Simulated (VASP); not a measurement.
# Y2Ge3 (P-6m2) in VASP: further runs, part 2 of 2

VASP 6.6.1.

**4. Band structure, LAK (volume scaled by 1.04)**

INCAR reads:

```
SYSTEM = Y2Ge3
PREC = Accurate ; ENCUT = 520
EDIFF = 1E-6 ; ISMEAR = -1
SIGMA = 0.02 ; LREAL = .FALSE.
LASPH = .TRUE. ; NELM = 60
ALGO = Normal ; ISIF = 2
LWAVE = .FALSE. ; LCHARG = .FALSE.
LMAXMIX = 4 ; METAGGA = LAK
LMIXTAU = .TRUE. ; NELMDL = -12
```

Y2Ge3.cif reads:

```cif
data_Y2Ge3
_cell_length_a 4.45022815
_cell_length_b 4.45022815
_cell_length_c 7.20082276
_cell_angle_alpha 90.00000000
_cell_angle_beta 90.00000000
_cell_angle_gamma 120.00000000
_space_group_name_H-M_alt 'P-6m2'
_space_group_name_Hall 'P -6 2'
_space_group_IT_number 187
loop_
_space_group_symop_operation_xyz
'x,y,z'
'-x+y,-x,-z'
'-y,x-y,z'
'x,y,-z'
'-x+y,-x,z'
'-y,x-y,-z'
'-y,-x,-z'
'x,x-y,z'
'-x+y,y,-z'
'-y,-x,z'
'x,x-y,-z'
'-x+y,y,z'
loop_
_atom_site_label
_atom_site_type_symbol
_atom_site_symmetry_multiplicity
_atom_site_Wyckoff_symbol
_atom_site_fract_x
_atom_site_fract_y
_atom_site_fract_z
_atom_site_occupancy
Y1 Y 2 g 0.0000000000 0.0000000000 0.2700710000 1
Ge1 Ge 1 e 0.6666666667 0.3333333333 0.0000000000 1
Ge2 Ge 1 f 0.6666666667 0.3333333333 0.5000000000 1
Ge3 Ge 1 c 0.3333333333 0.6666666667 0.0000000000 1
```

KPOINTS reads:

```
regular mesh
0
G
  2 2 1
  0 0 0
```

POSCAR reads:

```
Y  Ge
 1.0000000000000000
     4.4502281500000000    0.0000000000000000    0.0000000000000000
    -2.2251140749999991    3.8540106305366257    0.0000000000000000
     0.0000000000000000    0.0000000000000000    7.2008227600000003
 Y   Ge 
   2   3
Cartesian
  0.0000000000000000  0.0000000000000000  1.9447334036159600
  0.0000000000000000  0.0000000000000000  5.2560893563840407
  2.2251140752225109  1.2846702100504082  0.0000000000000000
  2.2251140752225109  1.2846702100504082  3.6004113800000002
 -0.0000000002225105  2.5693404204862169  0.0000000000000000
```

KPOINTS_OPT reads:

```
path GMKGALHA,LM,KH
20
line-mode
reciprocal
 0.0000000000  0.0000000000  0.0000000000  G
 0.5000000000  0.0000000000  0.0000000000  M

 0.5000000000  0.0000000000  0.0000000000  M
 0.3333333333  0.3333333333  0.0000000000  K

 0.3333333333  0.3333333333  0.0000000000  K
 0.0000000000  0.0000000000  0.0000000000  G

 0.0000000000  0.0000000000  0.0000000000  G
 0.0000000000  0.0000000000  0.5000000000  A

 0.0000000000  0.0000000000  0.5000000000  A
 0.5000000000  0.0000000000  0.5000000000  L

 0.5000000000  0.0000000000  0.5000000000  L
 0.3333333333  0.3333333333  0.5000000000  H

 0.3333333333  0.3333333333  0.5000000000  H
 0.0000000000  0.0000000000  0.5000000000  A

 0.5000000000  0.0000000000  0.5000000000  L
 0.5000000000  0.0000000000  0.0000000000  M

 0.3333333333  0.3333333333  0.0000000000  K
 0.3333333333  0.3333333333  0.5000000000  H
```

Potentials or basis: VASP PAW PBE potentials, release 54 (Y_sv, Ge_d).

Launch:

```console
ase convert -i cif -o vasp Y2Ge3.cif POSCAR
cat potpaw_PBE.54/Y_sv/POTCAR potpaw_PBE.54/Ge_d/POTCAR > POTCAR
mpirun -np 1 vasp_std > vasp.out
```

OUTCAR:

```text
SYSTEM = Y2Ge3
   PREC = Accurate
   ENCUT = 520
   EDIFF = 1E-6
   ISMEAR = -1
   LREAL = .FALSE.
   LASPH = .TRUE.
   NELM = 60
   ISIF = 2
   METAGGA = LAK
   NELMDL = -12

 ion  position               nearest neighbor table
   1  0.000  0.000  0.270-   4 3.06   4 3.06   4 3.06   5 3.22   3 3.22   3 3.22   3 3.22   5 3.22
                             5 3.22   2 3.31   2 3.89
   2  0.000  0.000  0.730-   4 3.06   4 3.06   4 3.06   5 3.22   3 3.22   3 3.22   3 3.22   5 3.22
                             5 3.22   1 3.31   1 3.89
   3  0.667  0.333  0.000-   5 2.57   5 2.57   5 2.57   1 3.22   2 3.22   1 3.22   2 3.22   1 3.22
                             2 3.22
   4  0.667  0.333  0.500-   1 3.06   2 3.06   1 3.06   2 3.06   1 3.06   2 3.06
   5  0.333  0.667  0.000-   3 2.57   3 2.57   3 2.57   1 3.22   2 3.22   2 3.22   1 3.22   2 3.22
                             1 3.22

  LATTYP: Found a hexagonal cell.
 ALAT       =     4.4502281500
 C/A-ratio  =     1.6180794596

  Lattice vectors:

 A1 = (   4.4502281500,   0.0000000000,   0.0000000000)
 A2 = (  -2.2251140750,   3.8540106305,   0.0000000000)
 A3 = (   0.0000000000,   0.0000000000,   7.2008227600)

Analysis of symmetry for initial positions (statically):
=====================================================================
 Subroutine PRICEL returns:
 Original cell was already a primitive cell.

 Routine SETGRP: Setting up the symmetry group for a
 hexagonal supercell.

 Subroutine GETGRP returns: Found 12 space group operations
 (whereof 12 operations were pure point group operations)
 out of a pool of 24 trial point group operations.

The static configuration has the point symmetry D_3h.

Analysis of symmetry for dynamics (positions and initial velocities):
=====================================================================
 Subroutine PRICEL returns:
 Original cell was already a primitive cell.

 Routine SETGRP: Setting up the symmetry group for a
[... 114 lines left out ...]
   METAGGA = LAK    functional components
   LHFCALC =     F    Hartree Fock is set to
   AEXX    =    0.0000 exact exchange contribution
   IVDW    =     0    specifies the selected vdW correction
   LEPSILON=     F    determine dielectric tensor
   LRPA    =     F    only Hartree local field effects (RPA)
 non-spin polarized calculation
  energy-cutoff  :      520.00
  volume of cell :      123.50
 maximum number of plane-waves:      3345
 NGX is ok and might be reduce to    36
   NGX = 17   NGY = 17   NGZ = 27

 number of electron      63.9999963 magnetization

 Free energy of the ion-electron system (eV)
  ---------------------------------------------------
  ext. energy  EPLUGINS =         0.00000000
  ---------------------------------------------------
  free energy    TOTEN  =        66.68987470 eV

  energy without entropy =       66.68987479  energy(sigma->0) =       66.68987474

 E-fermi :   4.9468     XC(G=0): -10.9491

 val. band max:        4.6453024011   @ k =   0.0000   0.0000   0.0000
 cond. band min:       5.2620219354   @ k =   0.0000   0.0000   0.0000
 fundamental gap:      0.6167195343
 Fermi energy:         4.9467504196

 k-point     1 :       0.0000    0.0000    0.0000
  band No.  band energies     occupation
      1     -39.9572      2.00000
      2     -39.9234      2.00000
      3     -20.6923      2.00000
      4     -20.6634      2.00000
      5     -20.6633      2.00000
      6     -20.6291      2.00000
[... 30 lines left out ...]
     37       6.2085      0.00000
     38       8.2679      0.00000

 k-point     2 :       0.5000   -0.0000    0.0000
  band No.  band energies     occupation
      1     -39.9543      2.00000
      2     -39.9209      2.00000
      3     -20.7041      2.00000
      4     -20.6783      2.00000
      5     -20.6708      2.00000
      6     -20.6606      2.00000
[... 30 lines left out ...]
     37       7.9476      0.00000
     38       8.2373      0.00000

------------------------ aborting loop because EDIFF is reached ----------------------------------------

  FORCE on cell =-STRESS in cart. coord.  units (eV):
  Direction    XX          YY          ZZ          XY          YZ          ZX
  --------------------------------------------------------------------------------------
  -------------------------------------------------------------------------------------
  Total        2.1457507      2.1457507    -10.5674069      0.0000000      0.0000000      0.0000000
  in kB       27.8363667     27.8363667   -137.0887158      0.0000000      0.0000000      0.0000000
  external PRESSURE =     -27.1386608 kB  Pullay stress =       0.0000000 kB

 VOLUME and BASIS-vectors are now :
 -----------------------------------------------------------------------------
  energy-cutoff  :      520.00
  volume of cell :      123.50
      direct lattice vectors                 reciprocal lattice vectors
     4.450228150  0.000000000  0.000000000     0.224707580  0.129734982  0.000000000
    -2.225114075  3.854010631  0.000000000     0.000000000  0.259469964  0.000000000
     0.000000000  0.000000000  7.200822760     0.000000000  0.000000000  0.138873020

 POSITION                                       TOTAL-FORCE (eV/Angst)
 -----------------------------------------------------------------------------------
      0.00000      0.00000      1.94473        -0.000000     -0.000000     -0.360078
      0.00000      0.00000      5.25609        -0.000000      0.000000      0.360078
      2.22511      1.28467      0.00000         0.000000      0.000000      0.000000
      2.22511      1.28467      3.60041         0.000000      0.000000      0.000000
     -0.00000      2.56934      0.00000        -0.000000      0.000000      0.000000
 -----------------------------------------------------------------------------------
    total drift:                               -0.000001      0.000000      0.000000

  FREE ENERGIE OF THE ION-ELECTRON SYSTEM (eV)
  ---------------------------------------------------
  free  energy   TOTEN  =        66.6898746959 eV

  energy  without entropy=       66.6898747893  energy(sigma->0) =       66.68987474
```

stdout:

```text
POSCAR found type information on POSCAR Y Ge
 POSCAR found :  2 types and       5 ions
 scaLAPACK will be used
 -----------------------------------------------------------------------------
|                                                                             |
|                                                                             |
|     You enforced a specific xc type in the INCAR file but a different       |
|     I HOPE YOU KNOW WHAT YOU ARE DOING!                                     |
|                                                                             |
 -----------------------------------------------------------------------------

 LDA part: xc-table for (None), standard interpolation
 POSCAR, INCAR and KPOINTS ok, starting setup
 FFT: planning ... GRIDC
 FFT: planning ... GRID_SOFT
 FFT: planning ... GRID
 WAVECAR not read
 entering main loop
 Start KPOINTS_OPT (optional k-point list driver)
k-point batch [1-2\180]
k-point batch [3-4\180]
k-point batch [5-6\180]
k-point batch [7-8\180]
k-point batch [9-10\180]
k-point batch [11-12\180]
[... 82 lines left out ...]
k-point batch [177-178\180]
k-point batch [179-180\180]
```

Wall time 14 min (1 thread of Intel Xeon 6975P-C (Granite Rapids), shared host); peak memory 0.29 GiB.

The run converged, but some of its settings lie outside the range that counts as converged (typed here: NELMDL = -12; k = 2 × 2 × 1), so its numbers aren't taken as properties of the crystal.

Results:

| Item | Value |
| --- | --- |
| Free energy | 66.6899 eV |
| Pressure | -2.7 GPa |
| Largest force | 0.360 eV/Å |
| Band gap on the k mesh | 0.62 eV, direct |

Caveat: the k mesh is coarse (spacing up to 0.87 Å⁻¹), so the values aren't converged; the PAW data sets were made with another functional, which shifts forces and pressure a little.
